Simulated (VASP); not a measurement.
Input:

```yaml
crystal:
  lattice:
    - [4.86832, -8.43217, 0.00000]
    - [4.86832, 8.43217, 0.00000]
    - [0.00000, 0.00000, 10.55628]
  atoms:
    - { symbol: Ga, position: [0.22222, 0.11111, 0.25000] }
    - { symbol: Ga, position: [0.11111, 0.22222, 0.00000] }
    - { symbol: Ga, position: [0.22222, 0.11111, 0.75000] }
    - { symbol: Ga, position: [0.11111, 0.22222, 0.50000] }
    - { symbol: Ga, position: [0.22222, 0.44444, 0.25000] }
    - { symbol: Ga, position: [0.11111, 0.55556, 0.00000] }
    - { symbol: Ga, position: [0.22222, 0.44444, 0.75000] }
    - { symbol: Ga, position: [0.11111, 0.55556, 0.50000] }
    - { symbol: Ga, position: [0.22222, 0.77778, 0.25000] }
    - { symbol: Ga, position: [0.11111, 0.88889, 0.00000] }
    - { symbol: Ga, position: [0.22222, 0.77778, 0.75000] }
    - { symbol: Ga, position: [0.11111, 0.88889, 0.50000] }
    - { symbol: Ga, position: [0.55556, 0.11111, 0.25000] }
    - { symbol: Ga, position: [0.44444, 0.22222, 0.00000] }
    - { symbol: Ga, position: [0.55556, 0.11111, 0.75000] }
    - { symbol: Ga, position: [0.44444, 0.22222, 0.50000] }
    - { symbol: Ga, position: [0.55556, 0.44444, 0.25000] }
    - { symbol: Ga, position: [0.44444, 0.55556, 0.00000] }
    - { symbol: Ga, position: [0.55556, 0.44444, 0.75000] }
    - { symbol: Ga, position: [0.44444, 0.55556, 0.50000] }
    - { symbol: Ga, position: [0.55556, 0.77778, 0.25000] }
    - { symbol: Ga, position: [0.44444, 0.88889, 0.00000] }
    - { symbol: Ga, position: [0.55556, 0.77778, 0.75000] }
    - { symbol: Ga, position: [0.44444, 0.88889, 0.50000] }
    - { symbol: Ga, position: [0.88889, 0.11111, 0.25000] }
    - { symbol: Ga, position: [0.77778, 0.22222, 0.00000] }
    - { symbol: Ga, position: [0.88889, 0.11111, 0.75000] }
    - { symbol: Ga, position: [0.77778, 0.22222, 0.50000] }
    - { symbol: Ga, position: [0.88889, 0.44444, 0.25000] }
    - { symbol: Ga, position: [0.77778, 0.55556, 0.00000] }
    - { symbol: Ga, position: [0.88889, 0.44444, 0.75000] }
    - { symbol: Ga, position: [0.77778, 0.55556, 0.50000] }
    - { symbol: Ga, position: [0.88889, 0.77778, 0.25000] }
    - { symbol: Ga, position: [0.77778, 0.88889, 0.00000] }
    - { symbol: Ga, position: [0.88889, 0.77778, 0.75000] }
    - { symbol: Ga, position: [0.77778, 0.88889, 0.50000] }
    - { symbol: N, position: [0.22222, 0.11111, 0.43850] }
    - { symbol: N, position: [0.11111, 0.22222, 0.18850] }
    - { symbol: N, position: [0.22222, 0.11111, 0.93850] }
    - { symbol: N, position: [0.11111, 0.22222, 0.68850] }
    - { symbol: N, position: [0.22222, 0.44444, 0.43850] }
    - { symbol: N, position: [0.11111, 0.55556, 0.18850] }
    - { symbol: N, position: [0.22222, 0.44444, 0.93850] }
    - { symbol: N, position: [0.11111, 0.55556, 0.68850] }
    - { symbol: N, position: [0.22222, 0.77778, 0.43850] }
    - { symbol: N, position: [0.11111, 0.88889, 0.18850] }
    - { symbol: N, position: [0.22222, 0.77778, 0.93850] }
    - { symbol: N, position: [0.11111, 0.88889, 0.68850] }
    - { symbol: N, position: [0.55556, 0.11111, 0.43850] }
    - { symbol: N, position: [0.44444, 0.22222, 0.18850] }
    - { symbol: N, position: [0.55556, 0.11111, 0.93850] }
    - { symbol: N, position: [0.44444, 0.22222, 0.68850] }
    - { symbol: N, position: [0.55556, 0.44444, 0.43850] }
    - { symbol: N, position: [0.44444, 0.55556, 0.18850] }
    - { symbol: N, position: [0.55556, 0.44444, 0.93850] }
    - { symbol: N, position: [0.44444, 0.55556, 0.68850] }
    - { symbol: N, position: [0.55556, 0.77778, 0.43850] }
    - { symbol: N, position: [0.44444, 0.88889, 0.18850] }
    - { symbol: N, position: [0.55556, 0.77778, 0.93850] }
    - { symbol: N, position: [0.44444, 0.88889, 0.68850] }
    - { symbol: N, position: [0.88889, 0.11111, 0.43850] }
    - { symbol: N, position: [0.77778, 0.22222, 0.18850] }
    - { symbol: N, position: [0.88889, 0.11111, 0.93850] }
    - { symbol: N, position: [0.77778, 0.22222, 0.68850] }
    - { symbol: N, position: [0.88889, 0.44444, 0.43850] }
    - { symbol: N, position: [0.77778, 0.55556, 0.18850] }
    - { symbol: N, position: [0.88889, 0.44444, 0.93850] }
    - { symbol: N, position: [0.77778, 0.55556, 0.68850] }
    - { symbol: N, position: [0.88889, 0.77778, 0.43850] }
    - { symbol: N, position: [0.77778, 0.88889, 0.18850] }
    - { symbol: N, position: [0.88889, 0.77778, 0.93850] }
    - { symbol: N, position: [0.77778, 0.88889, 0.68850] }
```

Level of theory: HSE06 screened hybrid, VASP's PBE PAW potentials (set 64) (plane waves; VASP). Numerical set-up: PREC = Normal, LREAL = Auto, EDIFF = 1E-5, 400 eV cut-off, 1×1×1 Γ-centred mesh, Gaussian smearing of 0.050 eV, potentials Ga N.

The supercell is sampled at Γ alone, which is coarse: total energies, pressure and levels can be off, energies of defects by several tenths of an eV.

**Question.** Predict the energy per atom (σ→0).

**Answer.** 
- energy per atom (σ→0) = -7.331 eV/atom

The absolute energy has meaning only against runs of the same code, potentials and settings.

The cell is a supercell, built from GaN (wurtzite). The cell's shape comes from a PBE relaxation.
